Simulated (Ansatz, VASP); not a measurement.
# Two plane-wave programs on HPbNO4

Contents of INCAR:

```
SYSTEM = HPbNO4
ALGO     = Normal         ! electronic algorithm
EDIFF    = 1E-6           ! SCF threshold, eV
ENCUT    = 520            ! plane-wave cutoff, eV
GGA      = PE             ! functional
ISIF     = 2              ! what is computed and relaxed
ISMEAR   = -1             ! smearing method
KPAR     = 4            
LASPH    = .True.         ! aspherical terms in the spheres
LCHARG   = .False.        ! write CHGCAR
LORBIT   = 10             ! projections on sites
LREAL    = .False.        ! projectors in reciprocal space
LWAVE    = .False.        ! write WAVECAR
NELM     = 100            ! most SCF steps
PREC     = Accurate       ! precision mode
SIGMA    = 0.05           ! smearing width, eV
```

KPOINTS

```
k-points
0
Gamma
  7 6 5
  0 0 0
```

POSCAR

```
HPbNO4
1.0
    3.8570700000      0.0017800000     -0.0365800000
    0.1735300000      4.3343600000     -0.0164700000
    0.7580300000      0.8387300000      5.8766200000
H Pb N O
1 1 1 4
Direct
    0.6151100000      0.8955900000      0.1984400000
    0.6459700000      0.4465100000      0.9168500000
    0.7147400000      0.2381000000      0.5005800000
    0.1695800000      0.4700700000      0.7776800000
    0.6291900000      0.9704500000      0.4984500000
    0.5642400000      0.9258300000      0.0384900000
    0.7802200000      0.4225000000      0.3195100000
```

Contents of input.yaml:

```yaml
crystal:
  lattice:
    - [3.85707, 0.00178, -0.03658]
    - [0.17353, 4.33436, -0.01647]
    - [0.75803, 0.83873, 5.87662]
  atoms:
    - { symbol: H, position: [0.61511, 0.89559, 0.19844] }
    - { symbol: Pb, position: [0.64597, 0.44651, 0.91685] }
    - { symbol: "N", position: [0.71474, 0.2381, 0.50058] }
    - { symbol: O, position: [0.16958, 0.47007, 0.77768] }
    - { symbol: O, position: [0.62919, 0.97045, 0.49845] }
    - { symbol: O, position: [0.56424, 0.92583, 0.03849] }
    - { symbol: O, position: [0.78022, 0.4225, 0.31951] }
hamiltonian:
  xc: pbe
  pseudopotentials: { kind: paw }
kpoints:
  mp_grid: { grid: [7, 6, 5] }
scf:
  occupations: { method: fermi_dirac, width: 0.05 }
output:
  forces: true
  stress: true
  eigenvalues: true
  bader: true
  populations: true
  write_density: true
  write_potential: true
  elf: true
  volumetric_format: npy
```

The cell was built by a generator and needn't be a form met in nature.

Alike in both runs: task atomic charges; functional PBE; k mesh 7 × 6 × 5; occupations fermi-dirac, width 0.05 eV; no spin polarisation.

```csv
,VASP,Ansatz
version,VASP 6.6.1,Ansatz 0.2.0
potentials or method,"VASP PAW PBE potentials, release 64 (H, Pb_d, N, O)",Ansatz PAW
plane-wave cutoff (eV),520,420
valence electrons in the cell,44,44
```

```tsv
	VASP	Ansatz	Ansatz less VASP
gap on the k mesh at the Fermi level (eV)	0.36	0.36	-0.005
least direct gap on the mesh (eV)	0.59	0.59	0.000
pressure (GPa)	0.6	0.0	-0.62
largest component of the traceless stress (GPa)	0.59	0.02	-0.564
rms of the force components (eV/Å)	0.197	0.003	-0.1942
```

Atom by atom the forces differ by 0.199 eV/Å (rms over components). One of these differences is far larger than is usual between the two programs; its cause wasn't traced.

Caveats: spin-orbit coupling is left out, which as a rule narrows the gap of such compounds by several tenths of an eV; the standard files for N, O and F lose accuracy on very short bonds (VASP); an odd mesh through Γ misses points on the zone boundary, where band edges often lie (VASP); odd divisions of the mesh miss points on the zone boundary, where band edges often lie, so the gap on the mesh can be too wide (Ansatz); the pressure holds a Pulay correction of +0.6 GPa for the finite cutoff (Ansatz). PBE gaps usually lie below the measured ones, often by a third to a half.
